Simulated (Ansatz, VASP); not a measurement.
# SnPb3Se4 (Pb0.75Sn0.25Se, rock salt) in two plane-wave programs

One calculation is typed for both programs; each brings its own data sets. How far apart do they land? The cell is invented: As first built, before any earlier steps moved the atoms (in the runner's words): 2x2x2 conventional cells of the PbSe type (64 atoms: 32 Se, 8 Sn, 24 Pb); Pb/Sn share their sites, the best of 600 random draws by like-pair counts in two shells; start lattice by linear mixing of the end members' cells; atoms moved at random by 0.02 A. It may not be a known or stable phase. The structure shown is the end of the Ansatz relaxation below.

Method: plane waves, with VASP 6.6.1 beside it; single point at PBE with D3(BJ), in Ansatz 0.2.0.

### Step 1. Set-up

The cell holds 64 atoms: 32 Se, 8 Sn and 24 Pb. Its edges and angles: a = 12.188 Å, b = 12.187 Å, c = 12.187 Å, α = 90.0°, β = 90.0°, γ = 90.0°. It derives from PbSe (PbSe type, space group 225), repeated 2×2×2. As first built, before any earlier steps moved the atoms (in the runner's words): 2x2x2 conventional cells of the PbSe type (64 atoms: 32 Se, 8 Sn, 24 Pb); Pb/Sn share their sites, the best of 600 random draws by like-pair counts in two shells; start lattice by linear mixing of the end members' cells; atoms moved at random by 0.02 A.

### Step 2. Ansatz: relaxation, PBE with D3(BJ)

Ansatz runs on its default PAW (the set named soft_2) files.

This run makes the geometry at which the two programs are then compared.

Contents of input.yaml:

```yaml
crystal:
  lattice:
    - [12.35942, 0.00657, -0.00449]
    - [0.00657, 12.36133, -0.00643]
    - [-0.00449, -0.00643, 12.36148]
  atoms:
    - { symbol: Se, position: [0.24622, 0.99329, 0.00023] }
    - { symbol: Se, position: [0.24969, 0.25148, 0.24896] }
    - { symbol: Se, position: [0.00012, 0.99543, 0.2481] }
    - { symbol: Se, position: [0.99495, 0.24536, 0.00047] }
    - { symbol: Se, position: [0.24961, 0.99475, 0.50006] }
    - { symbol: Se, position: [0.25223, 0.24982, 0.75524] }
    - { symbol: Se, position: [0.99992, 0.99937, 0.75449] }
    - { symbol: Se, position: [0.00016, 0.2489, 0.50066] }
    - { symbol: Se, position: [0.2501, 0.49324, 0.00418] }
    - { symbol: Se, position: [0.24638, 0.74574, 0.25572] }
    - { symbol: Se, position: [0.00257, 0.50145, 0.25039] }
    - { symbol: Se, position: [0.00214, 0.75137, 0.0045] }
    - { symbol: Se, position: [0.24983, 0.50088, 0.4983] }
    - { symbol: Se, position: [0.24992, 0.74957, 0.7572] }
    - { symbol: Se, position: [0.00015, 0.49934, 0.75096] }
    - { symbol: Se, position: [0.00252, 0.74937, 0.49858] }
    - { symbol: Se, position: [0.75217, 0.00086, 0.0004] }
    - { symbol: Se, position: [0.74968, 0.2494, 0.24825] }
    - { symbol: Se, position: [0.49959, 0.99932, 0.25021] }
    - { symbol: Se, position: [0.49459, 0.24959, 0.99807] }
    - { symbol: Se, position: [0.74995, 0.99931, 0.50047] }
    - { symbol: Se, position: [0.7462, 0.24947, 0.75463] }
    - { symbol: Se, position: [0.49976, 0.00169, 0.75061] }
    - { symbol: Se, position: [0.49976, 0.24937, 0.50437] }
    - { symbol: Se, position: [0.75032, 0.49474, 0.00063] }
    - { symbol: Se, position: [0.75223, 0.74904, 0.25036] }
    - { symbol: Se, position: [0.49625, 0.49936, 0.25041] }
    - { symbol: Se, position: [0.49567, 0.74974, 0.00024] }
    - { symbol: Se, position: [0.74984, 0.49933, 0.50035] }
    - { symbol: Se, position: [0.74984, 0.74932, 0.7509] }
    - { symbol: Se, position: [0.49974, 0.4956, 0.75057] }
    - { symbol: Se, position: [0.49603, 0.74941, 0.50022] }
    - { symbol: Sn, position: [0.00089, 0.00082, 0.99892] }
    - { symbol: Sn, position: [0.25541, 0.25596, 0.99744] }
    - { symbol: Sn, position: [0.00167, 0.75095, 0.24813] }
    - { symbol: Sn, position: [0.25047, 0.50084, 0.24884] }
    - { symbol: Sn, position: [0.25149, 0.75601, 0.99466] }
    - { symbol: Sn, position: [0.25009, 0.75166, 0.49334] }
    - { symbol: Sn, position: [0.75517, 0.2517, 0.99857] }
    - { symbol: Sn, position: [0.50154, 0.25133, 0.74944] }
    - { symbol: Pb, position: [0.00124, 0.25065, 0.2487] }
    - { symbol: Pb, position: [0.25012, 0.00085, 0.24815] }
    - { symbol: Pb, position: [0.00057, 0.99965, 0.49876] }
    - { symbol: Pb, position: [0.00147, 0.25046, 0.75001] }
    - { symbol: Pb, position: [0.25065, 0.00131, 0.749] }
    - { symbol: Pb, position: [0.25149, 0.25206, 0.49767] }
    - { symbol: Pb, position: [0.00176, 0.50119, 9.0e-05] }
    - { symbol: Pb, position: [0.00107, 0.50082, 0.49892] }
    - { symbol: Pb, position: [0.00122, 0.75078, 0.74898] }
    - { symbol: Pb, position: [0.25078, 0.50115, 0.74892] }
    - { symbol: Pb, position: [0.50087, 0.00162, 0.99906] }
    - { symbol: Pb, position: [0.5006, 0.25073, 0.24869] }
    - { symbol: Pb, position: [0.75101, 0.0004, 0.24886] }
    - { symbol: Pb, position: [0.50027, 0.00033, 0.49955] }
    - { symbol: Pb, position: [0.75043, 0.0008, 0.75] }
    - { symbol: Pb, position: [0.75121, 0.2505, 0.49899] }
    - { symbol: Pb, position: [0.5009, 0.5009, 0.99951] }
    - { symbol: Pb, position: [0.50027, 0.75037, 0.24873] }
    - { symbol: Pb, position: [0.75106, 0.50022, 0.24932] }
    - { symbol: Pb, position: [0.75237, 0.75205, 0.99911] }
    - { symbol: Pb, position: [0.4999, 0.50049, 0.49932] }
    - { symbol: Pb, position: [0.50039, 0.75101, 0.74875] }
    - { symbol: Pb, position: [0.75055, 0.50009, 0.74964] }
    - { symbol: Pb, position: [0.75088, 0.7505, 0.49835] }
kpoints:
  mp_grid: { grid: [2, 2, 2], shift: [0.5, 0.5, 0.5] }
hamiltonian:
  xc: pbe
  dispersion: d3bj
scf:
  occupations: { method: fermi_dirac, width: 0.01 }
output:
  forces: true
  stress: true
relax:
  f_tol: 0.02
  max_steps: 25
  cell: { stress_tol: 0.1 }
```

Run with:

```
$ ansatz run input.yaml --threads 32 --pin off --max-ram 143360MiB --backend cuda --events-out ev --progress --plain --runs-dir out
```

Numbers of over 12 decimals in the logs are rounded to 6 here.

What it wrote:

```text
Engine: ansatz 0.2.0, aarch64-unknown-linux-gnu
Pseudopotentials: kind: paw
Pseudopotential: Se, paw, valence charge 16, recommended cutoff 420 eV (normal), Se.paw.azcp
Pseudopotential: Sn, paw, valence charge 14, recommended cutoff 420 eV (normal), Sn.paw.azcp
Pseudopotential: Pb, paw, valence charge 14, recommended cutoff 420 eV (normal), Pb.paw.azcp
device memory: the entry about to start is reckoned to put 24.7 GiB on a device that reports 182.5 GiB free
GPU FFT provider: cuFFT
GPU libraries: cuBLAS 13.8.1, cuFFT 12.4.0, cuSOLVER 12.3.2
GPU matrix products: emulated (plane waves: as basis.precision tells), large ones in fixed point in workspaces of 1.00 GiB
Crystal: 64 atoms, lattice volume = 1888.572 Å³
Basis set: ecut = 420 eV, 37085 PW (Γ), exchange–correlation on 180×180×180 points (8 copies of the dense FFT grid, shifted against one another)
Bands: 576, of which v1, the nominal top of the filled ones, is band 480 counted from 1 (479 counted from 0)
k-points: 4 of 8 (time reversal used)
GPU buffer pool allocated for 729000 grid points (all kernels)
GPU transforms: local potential and band sums: pruned to the plane-wave sphere, on 81×81×81
relax step   1: F+E_penalty+E_count = -509014.98402558 eV  Δ(F+E_penalty+E_count) = +0.000e0 eV  max|allowed force component| = 1.580e-2 eV/Å  Δτ_max = 0.0000 Å  P = -1.898 GPa  Ω = 1888.572 Å³  (8 SCF iters, dr2 threshold 1.00e-7 eV, accepted)
[...]
relax step   2: F+E_penalty+E_count = -509015.13292758 eV  Δ(F+E_penalty+E_count) = -1.489e-1 eV  max|allowed force component| = 1.167e-1 eV/Å  Δτ_max = 0.0130 Å  P = +1.885 GPa  Ω = 1753.019 Å³  energy of the carried Pulay correction = +1.527e-2 eV  (7 SCF iters, dr2 threshold 6.40e-6 eV, accepted)
[...]
relax step   3: F+E_penalty+E_count = -509015.46656384 eV  Δ(F+E_penalty+E_count) = -3.336e-1 eV  max|allowed force component| = 4.816e-2 eV/Å  Δτ_max = 0.0072 Å  P = -0.141 GPa  Ω = 1817.404 Å³  energy of the carried Pulay correction = +7.782e-3 eV  (6 SCF iters, dr2 threshold 6.40e-6 eV, accepted)
[...]
relax step   4: F+E_penalty+E_count = -509015.48910304 eV  Δ(F+E_penalty+E_count) = -2.254e-2 eV  max|allowed force component| = 8.910e-3 eV/Å  Δτ_max = 0.0755 Å  P = -0.001 GPa  Ω = 1810.353 Å³  energy of the carried Pulay correction = +8.581e-3 eV  (8 SCF iters, dr2 threshold 1.45e-7 eV, accepted)
[...]
relax step   5: F+E_penalty+E_count = -509015.48074532 eV  Δ(F+E_penalty+E_count) = +8.358e-3 eV  max|allowed force component| = 8.903e-3 eV/Å  Δτ_max = 0.0000 Å  P = -0.002 GPa  Ω = 1810.353 Å³  stress off target by 1.14e-2 GPa  SCF on the basis re-selected at this cell (its energy is not comparable with the rows above)  (5 SCF iters)
basis re-selected at this cell: Δ(F+E_penalty+E_count) = +8.358e-3 eV, ΔP = -0.001 GPa vs the last step (what re-selecting the basis moved, of the pressure what is left beyond the Pulay correction that the steps carried, after the strain that the cell walked since its last selection, with what the two solves' SCF thresholds leave and, on support functions, any second-order correction that the steps lacked; it is no m [...]
dispersion: the relaxed geometry stands within reach of a switch of an atom's C6, across which e_disp changes (each atom's share, over what another start of this relaxation can change, counted as every distance, since the cell relaxes too: site 32 (Sn), some 0.03 eV, crossed with farther neighbours; site 33 (Sn), some 0.03 eV, crossed with farther neighbours; site 34 (Sn), some 0.03 eV, crossed with farther neighbours; site 35 (Sn), some 0.03 eV, crossed with farther neighbours; and 4 more; some 0.24 eV in sum): a start on the other side of the switch can end at another minimum, lower or higher, and the walk did not compare the two: [rest of the remark cut]
SCF converged after 5 iterations
Free energy (F): -509015.480745 eV
Internal energy: -509015.480745 eV  (E = F + TS)
E sigma→0 (E₀):  -509015.480745 eV
Fermi energy:    9.452425 eV
--- Forces (eV/Å), atoms counted from 1 ---
  max |Σ_I F_I| component: 2.27e-6 eV/Å
--- Stress (GPa, compression-positive) ---
       -0.007296      -0.003615       0.004125
       -0.003615       0.000812       0.004836
        0.004125       0.004836       0.000879
  P = ⅓ Tr σ = -0.0019 GPa (-0.019 kbar)
--- Band table (eV) ---
--- Relaxed structure (4 steps of the walk, 4 accepted, 1 SCFs on fresh bases) ---
  F+E_penalty+E_count = -509015.48074532 eV   max|allowed force component| = 8.903e-3 eV/Å   (the final SCF, on the basis selected at the relaxed cell)
  cell:  # Å, volume = 1810.3528 Å³
    - [12.188221, 0.00260783, -0.00173913]
    - [0.0026088, 12.187396, -0.00215098]
    - [-0.00173992, -0.00215101, 12.187427]
  atoms:
    [... one line an atom ...]
```

### Step 3. VASP: single point, PBE with D3(BJ)

The same cell, functional, mesh and smearing now go to VASP, with its own data sets.

Lines of VASP's logs that name or quote its potential files are left out, and so is its time.

Contents of INCAR:

```
SYSTEM = SnPb3Se4
PREC = Accurate
ENCUT = 400
EDIFF = 1E-06
NELM = 120
ISMEAR = -1
SIGMA = 0.01
LREAL = Auto
ALGO = Normal
GGA = PE
IVDW = 12
NBANDS = 376
LORBIT = 11
LWAVE = .FALSE.
LCHARG = .FALSE.
ISIF = 2
ISYM = 0
LASPH = .TRUE.
GGA_COMPAT = .FALSE.
EFERMI = MIDGAP
KPAR = 4
```

Contents of POSCAR:

```
SnPb3Se4
1.0
   12.1882210000      0.0026080000     -0.0017390000
    0.0026090000     12.1873960000     -0.0021510000
   -0.0017400000     -0.0021510000     12.1874270000
Se Sn Pb
32 8 24
Direct
    0.2469400000      0.9988800000      0.0000700000
    0.2502000000      0.2529000000      0.2466900000
    0.0003700000      0.9964700000      0.2470200000
    0.9996900000      0.2464800000      0.0000500000
    0.2499800000      0.9963400000      0.4997500000
    0.2531900000      0.2500700000      0.7536300000
    0.0001900000      0.9998100000      0.7534300000
    0.0004200000      0.2495600000      0.5000700000
    0.2500900000      0.4988900000      0.0032100000
    0.2470900000      0.7466900000      0.2504700000
    0.0032600000      0.5028000000      0.2498600000
    0.0034300000      0.7527100000      0.0032200000
    0.2501200000      0.5028400000      0.4969000000
    0.2501300000      0.7497600000      0.7513100000
    0.0003500000      0.4998000000      0.7502000000
    0.0034400000      0.7498900000      0.4969800000
    0.7532400000      0.0027700000      0.0000000000
    0.7502100000      0.2499400000      0.2466600000
    0.5000300000      0.9998300000      0.2498700000
    0.4990400000      0.2497500000      0.9971400000
    0.7503000000      0.9997800000      0.4999600000
    0.7469200000      0.2498100000      0.7535800000
    0.5001600000      0.0029400000      0.7501800000
    0.5000400000      0.2497900000      0.5034800000
    0.7504100000      0.4963000000      0.0001400000
    0.7533300000      0.7496300000      0.2497000000
    0.4968400000      0.4998400000      0.2500200000
    0.4964500000      0.7500400000      0.9999700000
    0.7501600000      0.4997900000      0.4998200000
    0.7501400000      0.7497600000      0.7501100000
    0.5000500000      0.4965000000      0.7500700000
    0.4964900000      0.7498200000      0.4999400000
    0.0007500000      0.0000100000      0.0000900000
    0.2510400000      0.2508300000      0.9995700000
    0.0012400000      0.7500300000      0.2493400000
    0.2500500000      0.5005100000      0.2493800000
    0.2498700000      0.7508200000      0.9997700000
    0.2499100000      0.7498600000      0.4983700000
    0.7510300000      0.2498200000      0.9995300000
    0.5003600000      0.2501200000      0.7505100000
    0.0006800000      0.2499700000      0.2492200000
    0.2498900000      0.9998500000      0.2492100000
    0.0005200000      0.9994000000      0.4996400000
    0.0004600000      0.2498000000      0.7506100000
    0.2503200000      0.0001700000      0.7500900000
    0.2506900000      0.2504200000      0.4995600000
    0.0009200000      0.5000600000      0.0003500000
    0.0007500000      0.5003700000      0.4994400000
    0.0008600000      0.7502400000      0.7499500000
    0.2505400000      0.5001700000      0.7499200000
    0.5002000000      0.0005100000      0.9996200000
    0.5001700000      0.2502200000      0.2494700000
    0.7507500000      0.0000100000      0.2493700000
    0.5000400000      0.9999200000      0.5000700000
    0.7503000000      0.0003800000      0.7503000000
    0.7502200000      0.2499600000      0.5000300000
    0.5000500000      0.4998000000      0.9999000000
    0.4997800000      0.7497700000      0.2496900000
    0.7505800000      0.4999400000      0.2496100000
    0.7509500000      0.7503900000      0.9999300000
    0.4998100000      0.5000100000      0.4998600000
    0.4998500000      0.7500800000      0.7497600000
    0.7501500000      0.4995300000      0.7500800000
    0.7504900000      0.7499600000      0.4993700000
```

Contents of KPOINTS:

```
Points of the shifted mesh
8
Reciprocal
 0.2500000000  0.2500000000  0.2500000000 1
 0.2500000000  0.2500000000  0.7500000000 1
 0.2500000000  0.7500000000  0.2500000000 1
 0.2500000000  0.7500000000  0.7500000000 1
 0.7500000000  0.2500000000  0.2500000000 1
 0.7500000000  0.2500000000  0.7500000000 1
 0.7500000000  0.7500000000  0.2500000000 1
 0.7500000000  0.7500000000  0.7500000000 1
```

Potentials, in the order of the species: Se, Sn_d and Pb_d (PBE family, release 64).

Run with:

```
$ mpirun -np 8 vasp_std
```

What it wrote:

```text
[banner, memory and clock lines left out]
running    8 mpi-ranks, on    1 nodes
[...]
|                                                                             |
|           W    W    AA    RRRRR   N    N  II  N    N   GGGG   !!!           |
|           W    W   A  A   R    R  NN   N  II  NN   N  G    G  !!!           |
|           W    W  A    A  R    R  N N  N  II  N N  N  G       !!!           |
|           W WW W  AAAAAA  RRRRR   N  N N  II  N  N N  G  GGG   !            |
|           WW  WW  A    A  R   R   N   NN  II  N   NN  G    G                |
|           W    W  A    A  R    R  N    N  II  N    N   GGGG   !!!           |
|                                                                             |
|     For optimal performance we recommend to set                             |
|       NCORE = 2 up to number-of-cores-per-socket                            |
|     NCORE specifies how many cores store one orbital (NPAR=cpu/NCORE).      |
|     This setting can greatly improve the performance of VASP for DFT.       |
|     The default, NCORE=1 might be grossly inefficient on modern             |
|     multi-core architectures or massively parallel machines. Do your        |
|     Unfortunately you need to use the default for GW and RPA                |
|     calculations (for HF NCORE is supported but not extensively tested      |
|     yet).                                                                   |
|                                                                             |

 LDA part: xc-table for (Slater+PW92), standard interpolation
 POSCAR, INCAR and KPOINTS ok, starting setup
[...]
entering main loop
       N       E                     dE             d eps       ncg     rms          rms(c)
DAV:   1     0.773033740635E+04    0.77303E+04   -0.23352E+05  6016   0.160E+03
DAV:   2     0.123054533033E+04   -0.64998E+04   -0.63597E+04  6016   0.475E+02
DAV:   3    -0.106919356782E+03   -0.13375E+04   -0.12640E+04  7120   0.239E+02
DAV:   4    -0.262641012269E+03   -0.15572E+03   -0.15077E+03  7496   0.736E+01
[...]
DAV:  14    -0.262372138240E+03    0.20702E-05   -0.13625E-05  6840   0.105E-02    0.824E-03
DAV:  15    -0.262372139464E+03   -0.12235E-05   -0.57635E-06  5864   0.432E-03    0.273E-03
DAV:  16    -0.262372138906E+03    0.55820E-06   -0.85902E-07  3600   0.236E-03
   1 F= -.28573890E+03 E0= -.28573890E+03  d E =0.000000E+00
```

OUTCAR, selected parts (step 3):

```text
 Edisp (eV)  -23.36676

  Total      -0.47054    -0.39263    -0.38641    -0.03720     0.04888     0.04766
  in kB      -0.41643    -0.34748    -0.34198    -0.03292     0.04326     0.04218
  external pressure =       -0.37 kB  Pullay stress =        0.00 kB

 POSITION                                       TOTAL-FORCE (eV/Angst)
 -----------------------------------------------------------------------------------
      3.01237     12.17439     -0.00172         0.003016      0.009233      0.001163
      3.04972      3.08231      3.00554         0.000065     -0.003484      0.004784
      0.00668     12.14384      3.00839         0.005556      0.002070     -0.002221
     12.18509      3.00656     -0.00166         0.003558      0.008448      0.000913
      3.04854     12.14237      6.08809         0.000981      0.011291      0.000481
      3.08528      3.04674      9.18383         0.000065      0.000443     -0.007116
      0.00361     12.18346      9.18022         0.001436     -0.000832     -0.008285
      0.00490      3.04041      6.09403        -0.006096      0.007899     -0.002099
      3.04945      6.08082      0.03761         0.003599      0.008672     -0.002648
      3.01310      9.10031      3.05055         0.003828      0.004455     -0.002274
      0.04061      6.12729      3.04406        -0.001720     -0.002622     -0.000665
      0.04376      9.17358      0.03762         0.005136      0.002845      0.003471
      3.04897      6.12789      6.05442        -0.000730     -0.004913      0.002172
      3.04929      9.13666      9.15449        -0.000819      0.001612     -0.027983
[...]
-----------------------------------------------------------------------------------
    total drift:                               -0.025876      0.066455     -0.013830

  FREE ENERGIE OF THE ION-ELECTRON SYSTEM (eV)
  ---------------------------------------------------
  free  energy   TOTEN  =      -285.7389019307 eV

  energy  without entropy=     -285.7389019307  energy(sigma->0) =     -285.73890193

[... 1 further part left out ...]
```

The run ends at a pressure of -0.04 GPa, with forces up to 0.028 eV/Å.

### Step 4. Side by side

Known differences besides the potentials themselves: the data sets hold 960 valence electrons in Ansatz (on its default PAW (the set named soft_2) files) and 640 in VASP; the cutoff is 420 eV in Ansatz and 400 eV in VASP (PREC = Accurate, projectors in real space). Total energies have different zeros and are not compared.

The two programs side by side:

```
              quantity  Ansatz   VASP  difference
gap on the k mesh (eV)   1.232  1.230      +0.002
```

A gap on the mesh is an upper bound, since the band edges may lie between its points; neither run holds spin-orbit coupling, which can move the band edges of a compound of Pb.

### Step 5. What came out

```yaml
difference_in_gap_on_the_k_mesh_single_point_pbe_with_d3_bj: 0.0021 eV
```

In words: The difference in gap on the k mesh is 0.0021 eV (single point, PBE with D3(BJ)), within the 0.08 eV picked in this series as the mark of a large difference. The data sets hold unlike numbers of valence electrons (960 in Ansatz and 640 in VASP), so part of the differences comes from the potentials. How closely two codes agree says nothing of how well the functional describes the real material.

[Lines on the potential files, build, host, timing and source positions are cut from VASP's logs without a mark.]

[Logs are printed without paths, hosts, clocks, repeated set-up lines and the standing remarks that a program may print on its own settings, such as how far it seeks lower states.]

[Hosts, paths, dates, database ids (printed as entryN), source tags and the programs' standing remarks are cut or masked in the printed files.]
